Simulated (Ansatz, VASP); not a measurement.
# KRu in VASP and in Ansatz

```xyz
2
Lattice="2.8210 0.0000 0.0000 -1.4105 2.4431 0.0000 0.0000 0.0000 5.7413" Properties=species:S:1:pos:R:3 pbc="T T T"
K     0.0000    1.6287    2.8707
Ru    0.0000    0.0000    0.0000
```

Alike in both runs: task relaxation of cell and atoms; functional PBE; k mesh 24 × 24 × 10; occupations gaussian, width 0.1 eV; no spin polarisation.

```csv
,VASP,Ansatz
version,VASP 6.6.1,Ansatz 0.2.0
potentials or method,"VASP PAW PBE potentials, release 64 (K_sv, Ru_pv)","scalar-relativistic, plane waves, PAW"
plane-wave cutoff (eV),600,420
valence electrons in the cell,23,25
```

Ansatz gave:

| Property | Result |
| --- | --- |
| gap on the k mesh at the Fermi level, each at its own relaxed structure (eV) | none |
| relaxed volume (Å³/atom) | 19.81 |
| relaxed cell length with the largest relative difference (Å) | 2.821 |

Question: Estimate VASP's values.

Answer: gap on the k mesh at the Fermi level, each at its own relaxed structure (eV): none; relaxed volume (Å³/atom): 19.88; relaxed cell length with the largest relative difference (Å): 2.826.

A gap of «none» marks a metal or a gap that the smearing closes. The two sets of potentials don't hold the same shells in valence.
